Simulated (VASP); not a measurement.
Wanted: the native input for a VASP 6.6.1 run.

- Task: single point
- Functional: r2SCAN
- Potentials or basis: VASP PAW PBE potentials, release 64 (W_sv, Hf_pv)
- Cutoff: 520 eV
- k mesh: 11 × 11 × 10
- Occupations: fermi-dirac, width 0.0118 eV
- Spin: no spin polarisation
- Dipole correction: no
- Further INCAR settings: ALGO = Normal; EDIFF = 1e-06

The system is HfW.

```
CELL_PARAMETERS angstrom
1.70604 2.95494 0.00000
-1.70604 2.95494 0.00000
0.00000 0.00000 3.32323
ATOMIC_POSITIONS crystal
W 0.00000 0.00000 0.00000
Hf 0.66670 0.66660 0.50000
```

The cell was built by a generator and needn't be a form met in nature.

One way to write it, as run:

POSCAR

```
HfW
1.0
    1.7060366600      2.9549402300      0.0000000000
   -1.7060366600      2.9549402300      0.0000000000
    0.0000000000      0.0000000000      3.3232341100
W Hf
1 1
Direct
    0.0000000000      0.0000000000      0.0000000000
    0.6667000000      0.6666000000      0.5000000000
```

INCAR.step1

```
SYSTEM = HfW
PREC     = Accurate       ! precision mode
ENCUT    = 520            ! plane-wave cutoff, eV
ISMEAR   = -5             ! smearing method
SIGMA    = 0.0118         ! smearing width, eV
LREAL    = .False.        ! projectors in reciprocal space
LASPH    = .True.         ! aspherical terms in the spheres
NELM     = 100            ! most SCF steps
LMAXMIX  = 4              ! l up to which the mixer works
GGA      = PE             ! functional
ALGO     = Normal         ! electronic algorithm
EDIFF    = 1E-4           ! SCF threshold, eV
LWAVE    = .True.         ! write WAVECAR
LCHARG   = .False.        ! write CHGCAR
```

INCAR.step2

```
SYSTEM = HfW
PREC     = Accurate       ! precision mode
ENCUT    = 520            ! plane-wave cutoff, eV
EDIFF    = 1E-6           ! SCF threshold, eV
ISMEAR   = -1             ! smearing method
SIGMA    = 0.0118         ! smearing width, eV
LREAL    = .False.        ! projectors in reciprocal space
LASPH    = .True.         ! aspherical terms in the spheres
NELM     = 100            ! most SCF steps
ALGO     = Normal         ! electronic algorithm
ISIF     = 2              ! what is computed and relaxed
LWAVE    = .False.        ! write WAVECAR
LCHARG   = .False.        ! write CHGCAR
LMAXMIX  = 4              ! l up to which the mixer works
METAGGA  = R2SCAN         ! meta-GGA
LMIXTAU  = .True.       
LORBIT   = 11             ! projections on sites
ISTART   = 1
```

KPOINTS

```
regular mesh
0
Gamma
  11 11 10
  0 0 0
```

Potentials or basis: VASP PAW PBE potentials, release 64 (W_sv, Hf_pv).

Launch:

```console
$ cat potpaw_PBE.64/W_sv/POTCAR potpaw_PBE.64/Hf_pv/POTCAR > POTCAR
$ cp INCAR.step1 INCAR
$ mpirun -np 1 vasp_std > vasp.out
$ cp INCAR.step2 INCAR
$ mpirun -np 1 vasp_std > vasp.out
```

Results of the run:

```json
{
  "Pressure": "39.6 GPa",
  "Band gap on the k mesh": "none (metal or under the smearing width)",
  "Valence electrons inside the program's atomic spheres": "W 12.43; Hf 9.19"
}
```

Caveat: a pressure of tens of GPa on the cell as given is suspect, and the run, the potentials or the cell itself is likely at fault; the PAW data sets were made with another functional, which shifts forces and pressure a little.

Run time: 4.5 min on 1 thread of Intel(R) Xeon(R) Platinum 8488C (Sapphire Rapids), with other jobs on the host, peak memory 0.26 GiB.
